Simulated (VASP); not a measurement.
```
CELL_PARAMETERS angstrom
      9.17585    -4.80660     0.00041
      9.17585     4.80660     0.00041
      6.65764     0.00000     7.93570
ATOMIC_POSITIONS crystal
  Al 0.42605 0.42333 0.42272
  Al 0.17600 0.17600 0.17600
  Al 0.07400 0.07400 0.07400
  Al 0.32400 0.32400 0.32400
  Al 0.42600 0.42600 0.92600
  Al 0.17600 0.17600 0.67600
  Al 0.07400 0.07400 0.57400
  Al 0.32517 0.31774 0.82638
  Al 0.42600 0.92600 0.42600
  Al 0.17600 0.67600 0.17600
  Al 0.07400 0.57400 0.07400
  Al 0.33265 0.82242 0.32124
  Al 0.42600 0.92600 0.92600
  Al 0.17462 0.67684 0.67649
  Al 0.07400 0.57400 0.57400
  Al 0.32400 0.82400 0.82400
  Al 0.92600 0.42600 0.42600
  Al 0.67600 0.17600 0.17600
  Al 0.57400 0.07400 0.07400
  Al 0.82198 0.32493 0.32012
  Al 0.92600 0.42600 0.92600
  Al 0.67875 0.17647 0.67091
  Al 0.57400 0.07400 0.57400
  Al 0.82400 0.32400 0.82400
  Al 0.92600 0.92600 0.42600
  Al 0.67345 0.66995 0.18072
  Al 0.57400 0.57400 0.07400
  Al 0.82400 0.82400 0.32400
  Al 0.92600 0.92600 0.92600
  Al 0.67600 0.67600 0.67600
  Al 0.56764 0.57793 0.57253
  Al 0.82400 0.82400 0.82400
  O  0.22200 0.02800 0.37500
  O  0.02800 0.37500 0.22200
  O  0.27800 0.47200 0.12500
  O  0.12500 0.27800 0.47200
  O  0.47200 0.12500 0.27800
  O  0.37500 0.22200 0.02800
  O  0.22200 0.02800 0.87500
  O  0.02800 0.37500 0.72200
  O  0.28095 0.47237 0.61940
  O  0.12500 0.27800 0.97200
  O  0.47200 0.12500 0.77800
  O  0.37500 0.22200 0.52800
  O  0.22200 0.52800 0.37500
  O  0.02800 0.87500 0.22200
  O  0.27800 0.97200 0.12500
  O  0.12500 0.77800 0.47200
  O  0.47128 0.61919 0.28370
  O  0.37500 0.72200 0.02800
  O  0.22200 0.52800 0.87500
  O  0.02800 0.87500 0.72200
  O  0.27800 0.97200 0.62500
  O  0.12500 0.77800 0.97200
  O  0.47200 0.62500 0.77800
  O  0.37060 0.71743 0.53397
  O  0.72200 0.02800 0.37500
  O  0.52800 0.37500 0.22200
  O  0.77800 0.47200 0.12500
  O  0.62998 0.27497 0.47114
  O  0.97200 0.12500 0.27800
  O  0.87500 0.22200 0.02800
  O  0.72200 0.02800 0.87500
  O  0.52834 0.37500 0.72091
  O  0.77800 0.47200 0.62500
  O  0.62500 0.27800 0.97200
  O  0.97200 0.12500 0.77800
  O  0.87500 0.22200 0.52800
  O  0.72254 0.53319 0.36914
  O  0.52800 0.87500 0.22200
  O  0.77800 0.97200 0.12500
  O  0.62500 0.77800 0.47200
  O  0.97200 0.62500 0.27800
  O  0.87500 0.72200 0.02800
  O  0.72200 0.52800 0.87500
  O  0.52800 0.87500 0.72200
  O  0.77800 0.97200 0.62500
  O  0.62500 0.77800 0.97200
  O  0.97200 0.62500 0.77800
  O  0.87500 0.72200 0.52800
  H  0.49742 0.50230 0.50175
```
Cell charge +1.

Computed with PBE GGA, VASP's PBE PAW potentials (set 64) (plane waves; VASP). Settings: PREC = Normal, LREAL = Auto, ISYM = 0, NELECT = 384.0, EDIFF = 1E-5, 400 eV cut-off, 1×1×1 Γ-centred mesh, Gaussian smearing of 0.050 eV, potentials Al O H.

The cell is charged, with a uniform compensating background. The supercell is sampled at Γ alone, which is coarse: total energies, pressure and levels can be off, energies of defects by several tenths of an eV.

**Question.** The ions are relaxed. What does this cell relax into?

**Answer.** 
```
CELL_PARAMETERS angstrom
      9.17585    -4.80660     0.00041
      9.17585     4.80660     0.00041
      6.65764     0.00000     7.93570
ATOMIC_POSITIONS crystal
  Al 0.43612 0.41669 0.41087
  Al 0.17586 0.17392 0.17877
  Al 0.07591 0.07314 0.07238
  Al 0.32338 0.32149 0.32077
  Al 0.42864 0.42664 0.92591
  Al 0.17831 0.17640 0.67489
  Al 0.07432 0.07698 0.57280
  Al 0.32892 0.31493 0.83393
  Al 0.42741 0.92681 0.42441
  Al 0.17760 0.67621 0.17428
  Al 0.07405 0.57372 0.07390
  Al 0.32484 0.82246 0.32220
  Al 0.42666 0.92549 0.92535
  Al 0.16232 0.68868 0.68546
  Al 0.07001 0.58007 0.56746
  Al 0.32480 0.82403 0.82295
  Al 0.92701 0.42626 0.42472
  Al 0.67968 0.17458 0.17311
  Al 0.57492 0.07228 0.07416
  Al 0.82555 0.32360 0.32267
  Al 0.92973 0.42558 0.92447
  Al 0.67846 0.17538 0.67459
  Al 0.57638 0.07176 0.57335
  Al 0.82532 0.32437 0.82307
  Al 0.92649 0.92781 0.42400
  Al 0.67748 0.67422 0.17662
  Al 0.57729 0.57487 0.06914
  Al 0.82468 0.82362 0.32288
  Al 0.92642 0.92793 0.92592
  Al 0.67658 0.67689 0.67571
  Al 0.57893 0.57271 0.57483
  Al 0.81989 0.82593 0.82598
  O  0.22309 0.02436 0.37715
  O  0.02956 0.37423 0.22145
  O  0.27877 0.47184 0.12363
  O  0.12605 0.27785 0.47063
  O  0.47303 0.12410 0.27643
  O  0.37536 0.22051 0.03046
  O  0.22373 0.02816 0.87332
  O  0.03643 0.37743 0.71737
  O  0.30144 0.46392 0.61743
  O  0.12806 0.27782 0.97001
  O  0.47367 0.12367 0.77808
  O  0.37832 0.22020 0.52474
  O  0.22421 0.52671 0.37416
  O  0.03022 0.87429 0.22112
  O  0.27952 0.97088 0.12451
  O  0.12623 0.77488 0.47404
  O  0.47260 0.62143 0.27893
  O  0.37666 0.72103 0.02686
  O  0.22227 0.52794 0.87360
  O  0.02369 0.88181 0.72288
  O  0.27972 0.96985 0.62385
  O  0.12591 0.77829 0.97032
  O  0.47354 0.62456 0.77762
  O  0.37398 0.71027 0.53329
  O  0.72318 0.02831 0.37307
  O  0.53134 0.37461 0.21524
  O  0.78026 0.47140 0.12339
  O  0.62763 0.27679 0.46861
  O  0.97391 0.12455 0.27712
  O  0.87810 0.22205 0.02536
  O  0.72088 0.02841 0.87552
  O  0.53042 0.37380 0.72191
  O  0.78108 0.47183 0.62388
  O  0.62705 0.27782 0.97038
  O  0.97355 0.12689 0.77709
  O  0.87594 0.22192 0.52739
  O  0.72218 0.52762 0.37535
  O  0.52804 0.87234 0.22386
  O  0.77914 0.97130 0.12451
  O  0.62468 0.77772 0.47128
  O  0.97289 0.62479 0.27754
  O  0.87564 0.72163 0.02713
  O  0.72611 0.52840 0.87172
  O  0.52960 0.87461 0.72086
  O  0.77982 0.97085 0.62442
  O  0.62508 0.77736 0.97196
  O  0.97668 0.62519 0.77523
  O  0.87393 0.72385 0.52627
  H  0.37427 0.52853 0.56857
```
Cell charge +1.

**Question.** How much energy does the relaxation gain?

**Answer.** The energy (σ→0) changes by -38.3 meV/atom, in 47 ionic steps.

The cell is a supercell with a defect, built from Al2O3 (corundum): H_i, charge +1. The run is not spin-polarised, so no state with unpaired spins was tried.
